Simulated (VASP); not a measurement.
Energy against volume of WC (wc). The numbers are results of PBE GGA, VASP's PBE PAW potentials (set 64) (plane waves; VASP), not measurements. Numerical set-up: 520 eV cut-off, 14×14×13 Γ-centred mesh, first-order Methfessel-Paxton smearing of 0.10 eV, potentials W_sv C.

Shape and ions are relaxed at each volume.

```csv
V (Å³/atom),E (eV/atom)
10.235,-11.21224
10.551,-11.22467
10.868,-11.21429
11.184,-11.18444
```

### Question
Fit these four points and predict the energy of the run at 9.918 Å³/atom.

### Answer
A cubic in V^(−2/3), the third-order Birch-Murnaghan form, passes through the four points with V0 = 10.56 Å³/atom and B0 = 383 GPa, and gives -11.1731 eV/atom there. The run gave -11.1731 eV/atom, -0.0 meV/atom from the fit; all five points give B0 = 383 GPa.

The compound is WC in the wc structure. It was relaxed first.
